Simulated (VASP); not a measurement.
Data:

```xyz
3
Lattice="1.7422 -3.0175 0.0000 1.7422 3.0175 0.0000 0.0000 0.0000 7.2803" Properties=species:S:1:pos:R:3 pbc="T T T"
Pt     0.0000     0.0000     0.0000
S      1.7422     1.0058     1.2157
S      1.7422    -1.0058     6.0646
```

All values below come from TPSS meta-GGA, VASP's PBE PAW potentials (set 64) (plane waves; VASP 6.6.1). Settings: 520 eV cut-off, 7×7×3 Γ-centred mesh, Gaussian smearing of 0.050 eV, potentials Pt S.

Without a dispersion term in the relaxation, distances and binding between the weakly bound layers, chains or molecules are unreliable, and so is what depends on them.

Q: The ions and cell shape at fixed volume are relaxed. Give the cell that the relaxation ends in.

A: 
```xyz
3
Lattice="1.7801 -3.0832 0.0000 1.7801 3.0832 0.0000 0.0000 0.0000 6.9734" Properties=species:S:1:pos:R:3 pbc="T T T"
Pt     0.0000     0.0000     0.0000
S      1.7801     1.0277     1.2371
S      1.7801    -1.0277     5.7362
```
Space group P-3m1 (164), at a tolerance of 0.03 Å.

Q: How much energy does the relaxation gain?

A: The energy (σ→0) changes by -31.1 meV/atom, in 6 ionic steps.

```json
[
 {"step": "1", "E(σ→0) (eV)": "-25.9696", "max force (eV/Å)": "0.912", "pressure (GPa)": "6.51", "volume (Å³)": "76.55"},
 {"step": "2", "E(σ→0) (eV)": "-26.0394", "max force (eV/Å)": "0.330", "pressure (GPa)": "3.05", "volume (Å³)": "76.55"},
 {"step": "3", "E(σ→0) (eV)": "-26.0564", "max force (eV/Å)": "0.165", "pressure (GPa)": "0.10", "volume (Å³)": "76.55"},
 {"step": "4", "E(σ→0) (eV)": "-26.0567", "max force (eV/Å)": "0.113", "pressure (GPa)": "0.41", "volume (Å³)": "76.55"},
 {"step": "5", "E(σ→0) (eV)": "-26.0618", "max force (eV/Å)": "0.046", "pressure (GPa)": "0.24", "volume (Å³)": "76.55"},
 {"step": "6", "E(σ→0) (eV)": "-26.0629", "max force (eV/Å)": "0.003", "pressure (GPa)": "0.10", "volume (Å³)": "76.55"}
]
```

The compound is PtS2 in the 1T layered structure. This cell is one point of a volume scan, at 0.94 of the reference volume. Symmetry was kept, so distortions that lower it aren't found.
